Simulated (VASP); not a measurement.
Here is the system:

```
CsI
1.0
    4.51461     0.00000     0.00000
    0.00000     4.51461     0.00000
    0.00000     0.00000     4.51461
Cs I
1 1
Direct
  0.00000   0.00000   0.00000
  0.50000   0.50000   0.50000
```

The numbers are results of PBEsol GGA, VASP's PBE PAW potentials (set 64) (plane waves; VASP), not measurements. Numerical set-up: 400 eV cut-off, 7×7×7 Γ-centred mesh, tetrahedra with Blöchl corrections, potentials Cs_sv I.

Problem. Estimate the energy per atom (σ→0).

Solution. 
- energy per atom (σ→0) = -2.887 eV/atom

The structure was generated: CsI was put into the CsCl type type (Pm-3m), which need not be its known phase. It was relaxed first, which changed the volume by -25 %.
